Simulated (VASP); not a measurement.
OGaCl2H: single point with LDA

Molecule: OGaCl2H, in a box.

```
O Ga Cl H
1.0
    12.00000    0.00000    0.00000
     0.00000   13.00000    0.00000
     0.00000    0.00000   12.00000
O Ga Cl H
1 1 2 1
Direct
  0.51845 0.59803 0.52741
  0.50712 0.46348 0.51165
  0.62225 0.36807 0.59506
  0.37992 0.39873 0.41060
  0.46265 0.63517 0.48642
```

```yaml
Program: VASP 6.6.1
Task: single point
Functional: LDA
Potentials_or_basis: VASP PAW LDA potentials, release 64 (O, Ga_d, Cl, H)
Cutoff: 520 eV
k_mesh: 1 × 1 × 1
Occupations: gaussian, width 0.01 eV
Spin: no spin polarisation
```

```json
{
  "Largest force": "1.031 eV/Å",
  "Gap between the frontier levels": "5.09 eV"
}
```

Forces in eV/Å, atoms in the order of the input:
```
O    0.574 -0.755  0.404
Ga   0.006 -0.074  0.001
Cl  -0.305  0.287 -0.219
Cl   0.299  0.159  0.237
H   -0.574  0.383 -0.423
```

Levels at points of the mesh, in eV from the valence-band top:
| k point | band 14 | band 15 | band 16 | band 17 | band 18 | band 19 | band 20 | band 21 |
| --- | --- | --- | --- | --- | --- | --- | --- | --- |
| (0.00, 0.00, 0.00) | -0.19 | -0.14 | -0.02 | 0.00 | 5.09 | 6.04 | 7.47 | 7.96 |

Run time: 94 s on 1 thread of Intel(R) Xeon(R) 6975P-C (Granite Rapids) (shared host), peak memory 1 GiB.
